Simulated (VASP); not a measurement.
A run of VASP 6.6.1 is set up as follows.

The input INCAR:

```
ALGO = Normal ; EDIFF = 1E-7
EDIFFG = -0.005 ; ENCUT = 520
GGA = PE ; IBRION = 2
ISIF = 3 ; ISMEAR = 0
KPAR = 4 ; LASPH = T
LCHARG = F ; LREAL = F
LWAVE = F ; NELM = 120
NSW = 60 ; POTIM = 0.3
PREC = Accurate ; SIGMA = 0.1
```

File KPOINTS:

```
k-points
0
Gamma
  12 12 12
```

The input POSCAR:

```
Al2SiF2                                 
1.0
    1.4822129151      0.8557560250      9.0121520794
   -1.4822129151      0.8557560250      9.0121520794
    0.0000000000     -1.7115120500      9.0121520794
  Al              Si              F             
     2     1     2
Direct
     0.4059334072732351    0.4059334072732351    0.4059334072732351
     0.5940665927267648    0.5940665927267648    0.5940665927267648
     0.0000000000000000    0.0000000000000000    0.0000000000000000
     0.7843544698201426    0.7843544698201426    0.7843544698201426
     0.2156455301798574    0.2156455301798574    0.2156455301798574
```

Potentials or basis: VASP PAW PBE potentials, release 64 (Al, Si, F).

The run is started by

```console
$ cat potpaw_PBE.64/Al/POTCAR potpaw_PBE.64/Si/POTCAR potpaw_PBE.64/F/POTCAR > POTCAR
$ mpirun -np 4 vasp_std > vasp.out
```

Question: What does it give for the relaxed cell?

Answer: a = 9.513 Å, b = 9.513 Å, c = 9.513 Å, α = 17.90°, β = 17.90°, γ = 17.90°.

Question: What does it give for the space group after relaxing (to 0.05 Å)?

Answer: R-3m (No. 166).

Step by step:
```csv
step,energy change (eV),largest force (eV/Å),pressure (GPa),volume (Å³)
1,0.0000,0.0087,0.46,68.59
2,-0.0011,0.0411,0.10,68.82
3,-0.0014,0.0702,-0.19,69.03
4,-0.0019,0.0586,-0.10,69.00
5,-0.0029,0.0878,0.10,68.93
6,-0.0020,0.1765,0.57,68.77
7,-0.0030,0.1129,0.22,68.88
8,-0.0034,0.0994,0.21,68.91
9,-0.0043,0.0589,0.18,69.00
10,-0.0051,0.0854,0.13,69.16
11,-0.0060,0.0724,0.14,69.30
12,-0.0082,0.0330,0.21,69.72
13,-0.0095,0.0473,0.39,70.56
14,-0.0101,0.0211,0.08,71.00
15,-0.0101,0.0095,-0.05,71.20
16,-0.0103,0.0066,-0.05,71.17
17,-0.0105,0.0193,-0.06,71.11
18,-0.0105,0.0059,-0.02,71.05
19,-0.0105,0.0047,0.02,71.02
```
